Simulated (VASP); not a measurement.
Input of a VASP 6.6.1 run:

The input INCAR:

```
PREC = Accurate ; ENCUT = 520
EDIFF = 1E-7 ; ISMEAR = -1
SIGMA = 0.1 ; LREAL = False
LASPH = True ; NELM = 100
ALGO = Normal ; ISIF = 2
LWAVE = False ; LCHARG = True
GGA = PE ; LELF = True
LVHAR = True ; NBANDS = 40
```

KPOINTS

```
regular mesh
0
Gamma
  4 4 4
```

POSCAR

```
SbTe4Pt3
1.0
    0.0000000000      6.0504790000      0.0000000000
    6.0504790000      0.0000000000      0.0000000000
    3.0252400000      3.0252400000     -6.0281410000
Pt Sb Te
3 1 4
Direct
    0.5000000000      0.5000000000      0.0000000000
    0.7500000000      0.2500000000      0.5000000000
    0.2500000000      0.7500000000      0.5000000000
    0.0000000000      0.0000000000      0.0000000000
    0.6108100000      0.6108100000      0.2625800000
    0.3891900000      0.8733900000      0.7374200000
    0.1266100000      0.1266100000      0.2625800000
    0.8733900000      0.3891900000      0.7374200000
```

Potentials or basis: VASP PAW PBE potentials, release 64 (Pt, Sb, Te).

Launch:

```bash
$ cat potpaw_PBE.64/Pt/POTCAR potpaw_PBE.64/Sb/POTCAR potpaw_PBE.64/Te/POTCAR > POTCAR
$ mpirun -np 1 vasp_std > vasp.out
```

Question: Predict the band gap on the k mesh.

Answer: None (metal or under the smearing width).

Question: Predict the pressure.

Answer: 6.8 GPa.

Stress tensor (GPa, compression positive):
```
6.69 0.00 0.00
0.00 6.69 0.00
0.00 0.00 7.02
```

Caveat: forces of over 1 eV/Å show positions far from the minimum, so gaps and moduli don't describe the material at rest. The run has no spin-orbit coupling, so splittings on Pt, Sb, Te are missing.
